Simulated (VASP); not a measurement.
Here is the system:

```xyz
5
Lattice="3.9987 0.0000 0.0000 0.0000 3.9987 0.0000 0.0000 0.0000 4.4592" Properties=species:S:1:pos:R:3 pbc="T T T"
Ba     0.0000     0.0000     0.1225
Ti     1.9993     1.9993     2.4092
O      1.9993     1.9993     4.2036
O      0.0000     1.9993     2.1261
O      1.9993     0.0000     2.1261
```

These are RPBE GGA, VASP's PBE PAW potentials (set 64) (plane waves; VASP 6.6.1) values and carry that method's errors. Numerical set-up: 520 eV cut-off, 6×6×6 Γ-centred mesh, tetrahedra with Blöchl corrections, potentials Ba_sv Ti_sv O.

Unless said otherwise, spin-orbit coupling is left out, though it shifts the bands of the heavy elements here.

Task: Predict the energy per atom (σ→0), band gap (on the k-mesh) with the smallest direct gap where there is one.

Result: 
| Quantity | Result |
|---|---|
| band gap (on the k-mesh) | 1.79 eV |
| smallest direct gap (on the k-mesh) | 2.46 eV |
| energy per atom (σ→0) | -7.611 eV/atom |

The compound is BaTiO3 in the tetragonal perovskite structure. It was relaxed first, which changed the volume by +11 %.
